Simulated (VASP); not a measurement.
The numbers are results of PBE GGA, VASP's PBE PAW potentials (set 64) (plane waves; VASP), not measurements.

The input files of a VASP run:

### INCAR
```
ALGO=Normal
EDIFF=1E-6
EDIFFG=-0.02
ENCUT=530
GGA=PE
IBRION=2
ISIF=3
ISMEAR=0
LASPH=.TRUE.
LCHARG=.FALSE.
LREAL=.FALSE.
LWAVE=.FALSE.
NELM=100
NSW=60
PREC=Accurate
SIGMA=0.05
SYSTEM=SiC
```

### POSCAR
```
SiC
1.0
  3.0910909859   0.0000000000   0.0000000000
 -1.5455454930   2.6769630730   0.0000000000
  0.0000000000   0.0000000000   5.0757650900
Si C
2 2
Cartesian
 -0.0000015456   1.7846429410   5.0736159699
  1.5455470385   0.8923201320   2.5357334249
 -0.0000015456   1.7846429410   1.9055610288
  1.5455470385   0.8923201320   4.4434435738
```

**KPOINTS**
```
Automatic mesh
0
Gamma
7 7 4
0 0 0
```

POTCAR, in this order: Si C (PBE.64 set). Program: vasp_std.

Output

### OSZICAR
```
       N       E                     dE             d eps       ncg     rms          rms(c)
DAV:   1     0.368889955490E+02    0.36889E+02   -0.75556E+03   576   0.122E+03
DAV:   2    -0.303057364507E+02   -0.67195E+02   -0.62225E+02   808   0.188E+02
DAV:   3    -0.337044877087E+02   -0.33988E+01   -0.33687E+01   760   0.424E+01
DAV:   4    -0.337496954958E+02   -0.45208E-01   -0.45173E-01   704   0.558E+00
DAV:   5    -0.337504947308E+02   -0.79923E-03   -0.79910E-03   756   0.712E-01    0.123E+01
DAV:   6    -0.302096427882E+02    0.35409E+01   -0.10630E+01   684   0.207E+01    0.545E+00
DAV:   7    -0.301229102531E+02    0.86733E-01   -0.86277E-01   732   0.622E+00    0.242E+00
DAV:   8    -0.301075410716E+02    0.15369E-01   -0.44713E-02   672   0.159E+00    0.536E-01
DAV:   9    -0.301069286437E+02    0.61243E-03   -0.60540E-03   716   0.603E-01    0.131E-01
DAV:  10    -0.301071969337E+02   -0.26829E-03   -0.73010E-04   668   0.193E-01    0.537E-02
DAV:  11    -0.301072100516E+02   -0.13118E-04   -0.12002E-04   688   0.846E-02    0.124E-02
DAV:  12    -0.301072112826E+02   -0.12309E-05   -0.43543E-06   688   0.170E-02    0.301E-03
DAV:  13    -0.301072117314E+02   -0.44884E-06   -0.22956E-07   404   0.413E-03
   1 F= -.30107212E+02 E0= -.30107212E+02  d E =-.301072E+02
```

File OUTCAR:
```
------------------------ aborting loop because EDIFF is reached ----------------------------------------
  FORCE on cell =-STRESS in cart. coord.  units (eV):
  Direction    XX          YY          ZZ          XY          YZ          ZX
  --------------------------------------------------------------------------------------
  Total        0.0319765      0.0319765     -0.0641780     -0.0000000      0.0000000      0.0000000
  in kB        1.2197905      1.2197902     -2.4481678     -0.0000000      0.0000000      0.0000000
  external PRESSURE =      -0.0028624 kB  Pullay stress =       0.0000000 kB
  volume of cell :       42.00
      direct lattice vectors                 reciprocal lattice vectors
     3.091090986  0.000000000  0.000000000     0.323510374  0.186778819  0.000000000
    -1.545545493  2.676963073  0.000000000     0.000000000  0.373557637  0.000000000
     0.000000000  0.000000000  5.075765090     0.000000000  0.000000000  0.197014634
  FREE ENERGIE OF THE ION-ELECTRON SYSTEM (eV)
  ---------------------------------------------------
  free  energy   TOTEN  =       -30.1072117314 eV

  energy  without entropy=      -30.1072117314  energy(sigma->0) =      -30.10721173

 reached required accuracy - stopping structural energy minimisation
```
(Selected blocks of OUTCAR.)

The compound is SiC in the wurtzite structure, the rare 2H polytype. It was relaxed first. The start is the result of an earlier pass.
